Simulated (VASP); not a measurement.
# KMgF3: lattice, stiffness and zone-centre modes

What lattice, stiffness and vibrations does KMgF3 have at one level of theory? The starting structure is a measured crystal structure from the Crystallography Open Database. All runs use LDA.

Program: VASP 6.6.1. Level of theory: Kohn-Sham DFT with plane waves and PAW; LDA. Results are calculated unless marked as measured.

### 1. The structure

It takes space group Pm-3m (No. 221, cubic). Conventional cell: a = 3.990 Å, b = 3.990 Å, c = 3.990 Å, α = 90.00°, β = 90.00°, γ = 90.00°. Nearest to K lie 12 F at 2.82 Å. Nearest to Mg lie 6 F at 1.99 Å. Nearest to F lie 2 Mg at 1.99 Å and 4 K at 2.82 Å. Farther neighbours and most contacts between anions are not listed.

### 2. Relaxation

This run starts from the cell of an earlier relaxation, which isn't shown; the restart sets up the plane waves anew.

File INCAR:

```
SYSTEM = KMgF3
PREC = Accurate
ENCUT = 560
EDIFF = 1E-07
NELM = 100
ISMEAR = 0
SIGMA = 0.03
LREAL = .FALSE.
ALGO = Normal
GGA = CA
NBANDS = 22
LORBIT = 11
LWAVE = .FALSE.
LCHARG = .FALSE.
KPAR = 8
IBRION = 2
NSW = 50
ISIF = 3
EDIFFG = -0.002
```

File POSCAR:

```
KMgF3
1.0
    3.8955990069      0.0000000000      0.0000000000
    0.0000000000      3.8955990069      0.0000000000
    0.0000000000      0.0000000000      3.8955990069
K Mg F
1 1 3
Direct
    0.5000000000      0.5000000000      0.5000000000
    0.0000000000      0.0000000000      0.0000000000
    0.0000000000      0.0000000000      0.5000000000
    0.0000000000      0.5000000000      0.0000000000
    0.5000000000      0.0000000000      0.0000000000
```

File KPOINTS:

```
Automatic mesh
0
Gamma
6 6 6
0 0 0
```

Potentials, in the order of the species: K_sv, Mg and F (LDA family, release 64).

On the command line:

```bash
mpirun -np 8 vasp_std
```

What it wrote:

```text
[banner, memory and clock lines left out]
running    8 mpi-ranks, on    1 nodes
 distrk:  each k-point on    1 cores,    8 groups
 distr:  one band on    1 cores,    1 groups

 POSCAR found type information on POSCAR K MgF
 POSCAR found :  3 types and       5 ions
|                                                                             |
|           W    W    AA    RRRRR   N    N  II  N    N   GGGG   !!!           |
|           W    W   A  A   R    R  NN   N  II  NN   N  G    G  !!!           |
|           W    W  A    A  R    R  N N  N  II  N N  N  G       !!!           |
|           W WW W  AAAAAA  RRRRR   N  N N  II  N  N N  G  GGG   !            |
|           WW  WW  A    A  R   R   N   NN  II  N   NN  G    G                |
|           W    W  A    A  R    R  N    N  II  N    N   GGGG   !!!           |
|                                                                             |
|     For optimal performance we recommend to set                             |
|       NCORE = 2 up to number-of-cores-per-socket                            |
|     NCORE specifies how many cores store one orbital (NPAR=cpu/NCORE).      |
|     This setting can greatly improve the performance of VASP for DFT.       |
|     The default, NCORE=1 might be grossly inefficient on modern             |
|     multi-core architectures or massively parallel machines. Do your        |
|     Unfortunately you need to use the default for GW and RPA                |
|     calculations (for HF NCORE is supported but not extensively tested      |
|     yet).                                                                   |
|                                                                             |

 LDA part: xc-table for (Slater(with rela. corr.)+CA(PZ))
 , standard interpolation
 POSCAR, INCAR and KPOINTS ok, starting setup
 FFT: planning ... GRIDC
 FFT: planning ... GRID_SOFT
 FFT: planning ... GRID
 WAVECAR not read
 entering main loop
       N       E                     dE             d eps       ncg     rms          rms(c)
DAV:   1     0.251200018250E+03    0.25120E+03   -0.18318E+04   888   0.150E+03
DAV:   2    -0.167998540728E+02   -0.26800E+03   -0.25429E+03  1060   0.393E+02
DAV:   3    -0.286742084391E+02   -0.11874E+02   -0.11817E+02  1206   0.792E+01
DAV:   4    -0.292612566134E+02   -0.58705E+00   -0.58612E+00  1388   0.114E+01
DAV:   5    -0.292649000364E+02   -0.36434E-02   -0.36432E-02  1108   0.886E-01    0.869E+00
DAV:   6    -0.272208348363E+02    0.20441E+01   -0.73048E+00  1010   0.210E+01    0.418E+00
DAV:   7    -0.271700876803E+02    0.50747E-01   -0.23904E-01  1180   0.313E+00    0.274E+00
DAV:   8    -0.271356427058E+02    0.34445E-01   -0.74785E-02  1036   0.266E+00    0.385E-01
DAV:   9    -0.271337415347E+02    0.19012E-02   -0.16618E-02  1130   0.935E-01    0.112E-01
DAV:  10    -0.271338042928E+02   -0.62758E-04   -0.14668E-03  1132   0.242E-01    0.314E-02
DAV:  11    -0.271338016711E+02    0.26217E-05   -0.46978E-05  1006   0.594E-02    0.164E-02
DAV:  12    -0.271337996813E+02    0.19898E-05   -0.10429E-05  1120   0.267E-02    0.226E-03
DAV:  13    -0.271337996804E+02    0.89085E-09   -0.22608E-07  1006   0.320E-03
   1 F= -.27133800E+02 E0= -.27133800E+02  d E =-.271338E+02
 curvature:   0.00 expect dE= 0.000E+00 dE for cont linesearch  0.000E+00
 trial: gam= 0.00000 g(F)=  0.000E+00 g(S)=  0.132E-07 ort = 0.000E+00 (trialstep = 0.100E+01)
 search vector abs. value=  0.133E-07
 reached required accuracy - stopping structural energy minimisation
```

Elapsed: 3.2 s, on 8 MPI ranks of Intel Xeon 6975P-C (Granite Rapids), shared host; peak memory 1.3 GiB; 18 s of CPU time.

The logs omit lines about the potential files and the build; timing stands in the text.

OUTCAR, selected parts (step 2):

```text
ion  position               nearest neighbor table
   1  0.500  0.500  0.500-   3 2.75   4 2.75   5 2.75   4 2.75   5 2.75   3 2.75   5 2.75   5 2.75
                             3 2.75   4 2.75   4 2.75   3 2.75   2 3.37   2 3.37   2 3.37   2 3.37
   2  0.000  0.000  0.000-   3 1.95   4 1.95   5 1.95   3 1.95   4 1.95   5 1.95   1 3.37   1 3.37
                             1 3.37   1 3.37   1 3.37   1 3.37   1 3.37   1 3.37
   3  0.000  0.000  0.500-   2 1.95   2 1.95   1 2.75   1 2.75   1 2.75   1 2.75
   4  0.000  0.500  0.000-   2 1.95   2 1.95   1 2.75   1 2.75   1 2.75   1 2.75
   5  0.500  0.000  0.000-   2 1.95   2 1.95   1 2.75   1 2.75   1 2.75   1 2.75

  LATTYP: Found a simple cubic cell.
 ALAT       =     3.8955990069

 Subroutine GETGRP returns: Found 48 space group operations
 (whereof 48 operations were pure point group operations)

The static configuration has the point symmetry O_h .

 Found     20 irreducible k-points:

   k-points           NKPTS =     20   k-points in BZ     NKDIM =     20   number of bands    NBANDS=     22

   dimension x,y,z NGX =    30 NGY =   30 NGZ =   30
   dimension x,y,z NGXF=    60 NGYF=   60 NGZF=   60

   ENCUT  =  560.0 eV  41.16 Ry    6.42 a.u.   7.52  7.52  7.52*2*pi/ulx,y,z

   NELECT =      32.0000    total number of electrons

 k-points in reciprocal lattice and weights: Automatic mesh
   0.00000000  0.00000000  0.00000000       0.005
   0.16666667  0.00000000  0.00000000       0.028
   0.33333333  0.00000000  0.00000000       0.028
   0.50000000  0.00000000  0.00000000       0.014
   0.16666667  0.16666667  0.00000000       0.056
   0.33333333  0.16666667  0.00000000       0.111
   0.50000000  0.16666667  0.00000000       0.056
   0.33333333  0.33333333  0.00000000       0.056
   0.50000000  0.33333333  0.00000000       0.056
[...]
0.50000000  0.50000000  0.33333333       0.028
   0.50000000  0.50000000  0.50000000       0.005

 average (electrostatic) potential at core
       1 -33.5275       2 -37.7934       3 -77.1890       4 -77.1890       5 -77.1890

 E-fermi :  -1.4398

 k-point     1 :       0.0000    0.0000    0.0000
  band No.  band energies     occupation
    ...
     12      -2.3407      2.00000
     13      -2.3407      2.00000
     14      -1.9512      2.00000
     15      -1.9512      2.00000
     16      -1.9512      2.00000
     17       5.8698      0.00000
     18       8.2328      0.00000
     19       8.2328      0.00000
     20      10.5579      0.00000
     21      10.5579      0.00000
    ...

 k-point     2 :       0.1667    0.0000    0.0000
  band No.  band energies     occupation
    ...
     12      -2.4066      2.00000
     13      -2.4066      2.00000
     14      -2.2475      2.00000
     15      -2.0153      2.00000
     16      -2.0153      2.00000
     17       6.3812      0.00000
     18       8.5105      0.00000
     19       8.5739      0.00000
     20      10.7054      0.00000
     21      10.7495      0.00000
    ...

 k-point     3 :       0.3333    0.0000    0.0000
  band No.  band energies     occupation
    ...
     12      -2.5730      2.00000
     13      -2.5335      2.00000
     14      -2.5335      2.00000
     15      -2.1464      2.00000
     16      -2.1464      2.00000
     17       7.5939      0.00000
     18       9.0975      0.00000
     19       9.2437      0.00000
     20      11.0555      0.00000
     21      11.1443      0.00000
    ...

  Total        0.0006764      0.0006764      0.0006764      0.0000000     -0.0000000      0.0000000
  in kB        0.0183304      0.0183304      0.0183304      0.0000000     -0.0000000      0.0000000
  external PRESSURE =       0.0183304 kB  Pullay stress =       0.0000000 kB

  energy-cutoff  :      560.00
  volume of cell :       59.12
      direct lattice vectors                 reciprocal lattice vectors
     3.895599007  0.000000000  0.000000000     0.256699932  0.000000000  0.000000000
     0.000000000  3.895599007  0.000000000     0.000000000  0.256699932  0.000000000
     0.000000000  0.000000000  3.895599007     0.000000000  0.000000000  0.256699932

 POSITION                                       TOTAL-FORCE (eV/Angst)
 -----------------------------------------------------------------------------------
      1.94780      1.94780      1.94780         0.000000      0.000000      0.000000
      0.00000      0.00000      0.00000         0.000000      0.000000      0.000000
      0.00000      0.00000      1.94780         0.000000      0.000000      0.000000
      0.00000      1.94780      0.00000         0.000000      0.000000      0.000000
      1.94780      0.00000      0.00000         0.000000      0.000000      0.000000
 -----------------------------------------------------------------------------------
    total drift:                                0.000000     -0.000000      0.000000

  FREE ENERGIE OF THE ION-ELECTRON SYSTEM (eV)
  ---------------------------------------------------
  free  energy   TOTEN  =       -27.1337996804 eV

  energy  without entropy=      -27.1337996804  energy(sigma->0) =      -27.13379968

 reached required accuracy - stopping structural energy minimisation

 total charge
# of ion       s       p       d       tot
------------------------------------------
    1        1.956   5.576   0.035   7.567
    2        0.143   0.194   0.095   0.432
    3        1.719   4.399   0.000   6.118
    4        1.719   4.399   0.000   6.118
    5        1.719   4.399   0.000   6.118
--------------------------------------------------
tot          7.256  18.966   0.130  26.352

[... 3 further parts left out ...]
```

CONTCAR:

```
KMgF3
   1.00000000000000
     3.8955990068999999    0.0000000000000000    0.0000000000000000
     0.0000000000000000    3.8955990068999999    0.0000000000000000
     0.0000000000000000    0.0000000000000000    3.8955990068999999
  K               Mg              F
     1     1     3
Direct
     0.5000000000000000    0.5000000000000000    0.5000000000000000
     0.0000000000000000    0.0000000000000000    0.0000000000000000
     0.0000000000000000    0.0000000000000000    0.5000000000000000
     0.0000000000000000    0.5000000000000000    0.0000000000000000
     0.5000000000000000    0.0000000000000000    0.0000000000000000
```

The run keeps the 48 symmetry operations of its start, so it cannot find a distortion of lower symmetry.

The relaxed cell holds 11.824 Å³ an atom, with a = 3.896 Å (-2.4 % against the database cell). Pressures at 0.985 and 1.015 times this volume, from two more relaxations that aren't shown, give a bulk modulus of 89.4 GPa.

### 3. Elastic constants

File INCAR:

```
SYSTEM = KMgF3
PREC = Accurate
ENCUT = 800
EDIFF = 1E-08
NELM = 100
ISMEAR = 0
SIGMA = 0.03
LREAL = .FALSE.
ALGO = Normal
GGA = CA
NBANDS = 22
LORBIT = 11
LWAVE = .FALSE.
LCHARG = .FALSE.
KPAR = 8
IBRION = 6
NFREE = 2
POTIM = 0.015
ISIF = 3
NSW = 1
```

POSCAR is that of step 2.

KPOINTS is that of step 2.

On the command line:

```bash
mpirun -np 8 vasp_std
```

What it wrote:

```text
[banner, memory and clock lines left out]
running    8 mpi-ranks, on    1 nodes
[...]
[... a notice as in an earlier step ...]

 LDA part: xc-table for (Slater(with rela. corr.)+CA(PZ))
 , standard interpolation
 POSCAR, INCAR and KPOINTS ok, starting setup
[...]
entering main loop
       N       E                     dE             d eps       ncg     rms          rms(c)
DAV:   1     0.324362435725E+03    0.32436E+03   -0.22071E+04   888   0.198E+03
DAV:   2    -0.112038990514E+02   -0.33557E+03   -0.31551E+03  1120   0.441E+02
DAV:   3    -0.284010365881E+02   -0.17197E+02   -0.17109E+02  1114   0.990E+01
DAV:   4    -0.292744017386E+02   -0.87337E+00   -0.87205E+00  1452   0.144E+01
[...]
DAV:  12    -0.271522171191E+02    0.30934E-05   -0.16507E-05  1078   0.321E-02    0.312E-03
DAV:  13    -0.271522170895E+02    0.29680E-07   -0.50591E-07  1060   0.558E-03    0.485E-04
DAV:  14    -0.271522170889E+02    0.56207E-09   -0.13191E-08   996   0.825E-04
   1 F= -.27152217E+02 E0= -.27152217E+02  d E =-.288480E-28
[...]
2 F= -.27145734E+02 E0= -.27145734E+02  d E =-.217171E-20
   3 F= -.27144022E+02 E0= -.27144022E+02  d E =-.156451E-30
   4 F= -.27145734E+02 E0= -.27145734E+02  d E =-.221773E-20
   5 F= -.27144022E+02 E0= -.27144022E+02  d E =-.156400E-30
   6 F= -.27145734E+02 E0= -.27145734E+02  d E =-.221793E-20
   7 F= -.27144022E+02 E0= -.27144022E+02  d E =-.156195E-30
   8 F= -.27150075E+02 E0= -.27150075E+02  d E =-.256647E-25
   9 F= -.27150075E+02 E0= -.27150075E+02  d E =-.251959E-25
  10 F= -.27150075E+02 E0= -.27150075E+02  d E =-.252403E-25
  11 F= -.27150075E+02 E0= -.27150075E+02  d E =-.252206E-25
  12 F= -.27150075E+02 E0= -.27150075E+02  d E =-.252682E-25
  13 F= -.27150075E+02 E0= -.27150075E+02  d E =-.251777E-25
  14 F= -.27151913E+02 E0= -.27151913E+02  d E =-.387091E-26
  15 F= -.27151913E+02 E0= -.27151913E+02  d E =-.386768E-26
  16 F= -.27150910E+02 E0= -.27150910E+02  d E =-.470449E-26
  17 F= -.27150910E+02 E0= -.27150910E+02  d E =-.483801E-26
  18 F= -.27151888E+02 E0= -.27151888E+02  d E =-.416827E-26
  19 F= -.27151888E+02 E0= -.27151888E+02  d E =-.413987E-26
  20 F= -.27150680E+02 E0= -.27150680E+02  d E =-.484038E-26
  21 F= -.27150680E+02 E0= -.27150680E+02  d E =-.485775E-26
 Finite differences progress:
  Degree of freedom:  10/ 10
  Displacement:        2/  2
  Total:              20/ 20
```

Run time: 1.9 min. Hardware: 8 MPI ranks; peak memory 3.7 GiB.

OUTCAR, selected parts (step 3):

```text
  Total        0.0317449      0.0317449      0.0452847      0.0000000      0.0000000      0.0000000
  in kB        0.8603241      0.8603241      1.2272670      0.0000000      0.0000000      0.0000000
  external PRESSURE =       0.9826384 kB  Pullay stress =       0.0000000 kB

 POSITION                                       TOTAL-FORCE (eV/Angst)
 -----------------------------------------------------------------------------------
      1.94780      1.94780      1.94780        -0.000000      0.000000     -0.006426
      0.00000      0.00000      0.00000        -0.000000      0.000000     -0.132542
      0.00000      0.00000      1.93280         0.000000      0.000000      0.205267
      0.00000      1.94780      0.00000         0.000000      0.000000     -0.033149
      1.94780      0.00000      0.00000         0.000000      0.000000     -0.033149
 -----------------------------------------------------------------------------------
    total drift:                                0.000000      0.000000      0.000290

  FREE ENERGIE OF THE ION-ELECTRON SYSTEM (eV)
  ---------------------------------------------------
  free  energy   TOTEN  =       -27.1506801702 eV

  energy  without entropy=      -27.1506801702  energy(sigma->0) =      -27.15068017

[... 1 part as in an earlier step ...]

[... 2 further parts left out ...]
[key lines of the parts left out:]
E-fermi :  -1.4184
```

The last energy, forces and stress in OUTCAR belong to the last displaced cell, not to that of POSCAR.

The elastic tensor has C11 = 176.7, C12 = 47.8, C44 = 51.6 GPa; its Hill averages are a bulk modulus of 90.8 and a shear modulus of 56.4 GPa.

### 4. Modes of the relaxed cell

File INCAR:

```
SYSTEM = KMgF3
PREC = Accurate
ENCUT = 560
EDIFF = 1E-08
NELM = 100
ISMEAR = 0
SIGMA = 0.03
LREAL = .FALSE.
ALGO = Normal
GGA = CA
NBANDS = 22
LORBIT = 11
LWAVE = .FALSE.
LCHARG = .FALSE.
KPAR = 8
IBRION = 8
LEPSILON = .TRUE.
LPEAD = .TRUE.
ISIF = 2
```

POSCAR is that of step 3.

File KPOINTS:

```
Automatic mesh
0
Gamma
10 10 10
0 0 0
```

On the command line:

```bash
mpirun -np 8 vasp_std
```

What it wrote:

```text
[... set-up lines as in an earlier step ...]
 entering main loop
       N       E                     dE             d eps       ncg     rms          rms(c)
DAV:   1     0.246017724903E+03    0.24602E+03   -0.18388E+04  2536   0.150E+03
DAV:   2    -0.162530350353E+02   -0.26227E+03   -0.25084E+03  3140   0.390E+02
DAV:   3    -0.285669698325E+02   -0.12314E+02   -0.12263E+02  3242   0.799E+01
DAV:   4    -0.292625325637E+02   -0.69556E+00   -0.69482E+00  4064   0.121E+01
[...]
DAV:  12    -0.271337522765E+02    0.27790E-05   -0.14828E-05  3088   0.310E-02    0.269E-03
DAV:  13    -0.271337522653E+02    0.11184E-07   -0.37587E-07  3248   0.432E-03    0.783E-04
DAV:  14    -0.271337522611E+02    0.42101E-08   -0.22346E-08  2894   0.105E-03
   1 F= -.27133752E+02 E0= -.27133752E+02  d E =-.235029E-25
 Linear response reoptimize wavefunctions to high precision
DAV:   1    -0.271337522613E+02   -0.13142E-09   -0.23757E-09  2200   0.333E-04
DAV:   2    -0.271337522613E+02   -0.10459E-10   -0.25766E-10  1484   0.116E-04
 Linear response to external field (no local field effect), progress :
[...]
RMM:  15    -0.527496711096E+00   -0.18769E-08   -0.30635E-09 17771   0.252E-05    0.205E-06
 first order change of Fermi-energy  -0.10739E-01
 force on displaced ion       3 direction 1 :  -2.922   0.000   0.000
 Born effective charge ion    3 direction 1 :  -0.972   0.000   0.000
 Linear response progress:
  Degree of freedom:   4/  4
       N       E                     dE             d eps       ncg     rms          rms(c)
RMM:   1    -0.527993378764E+00   -0.52799E+00    0.75523E-01  9460   0.389E+00
RMM:   2    -0.526311230698E+00    0.16821E-02   -0.65133E-03  8913   0.585E-01    0.111E-01
RMM:   3    -0.527771583056E+00   -0.14604E-02   -0.10940E-03  8842   0.164E-01    0.595E-02
RMM:   4    -0.529697181347E+00   -0.19256E-02   -0.65810E-04  8883   0.131E-01    0.118E-02
[...]
RMM:  10    -0.529628581070E+00   -0.35350E-06   -0.11060E-07 12179   0.480E-04    0.206E-05
RMM:  11    -0.529628659487E+00   -0.78417E-07    0.20996E-07 12317   0.244E-04    0.168E-05
RMM:  12    -0.529628669304E+00   -0.98165E-08   -0.16952E-09 11809   0.122E-04    0.298E-06
 first order change of Fermi-energy  -0.38829E-03
 force on displaced ion       3 direction 3 :  -0.000   0.000 -13.641
 Born effective charge ion    3 direction 3 :   0.000   0.000  -1.220
 Born effective charges drift removed
 Linear response finished
```

Elapsed: 2.9 min, on 8 MPI ranks; peak memory 7.2 GiB; 21 min of CPU time.

From OUTCAR (step 4):

```text
  Total        0.0038288      0.0038288      0.0038288      0.0000000      0.0000000     -0.0000000
  in kB        0.1037656      0.1037656      0.1037656      0.0000000      0.0000000     -0.0000000
  external PRESSURE =       0.1037656 kB  Pullay stress =       0.0000000 kB

 MACROSCOPIC STATIC DIELECTRIC TENSOR (including local field effects in DFT)
 ------------------------------------------------------
           2.141503     0.000000     0.000000
           0.000000     2.141503     0.000000
          -0.000000    -0.000000     2.141503
 ------------------------------------------------------

 MACROSCOPIC STATIC DIELECTRIC TENSOR IONIC CONTRIBUTION
 ------------------------------------------------------
           4.098097     0.000000    -0.000000
           0.000000     4.098097    -0.000000
          -0.000000    -0.000000     4.098097
 ------------------------------------------------------

[... 2 parts as in an earlier step ...]

[... 1 further part left out ...]
```

The zone-centre modes at 11.824 Å³ an atom are T1u (3) 531.3, T1u (2) 286.6, T2u 189.1, T1u (1) 165.2 cm⁻¹.

[end of part 1 of 2]

[Lines on the potential files, build, host, timing and source positions are cut from VASP's logs without a mark.]

[Logs are printed without paths, hosts, clocks, repeated set-up lines and the standing remarks that a program may print on its own settings, such as how far it seeks lower states.]

[Hosts, paths, dates, database ids (printed as entryN), source tags and the programs' standing remarks are cut or masked in the printed files.]
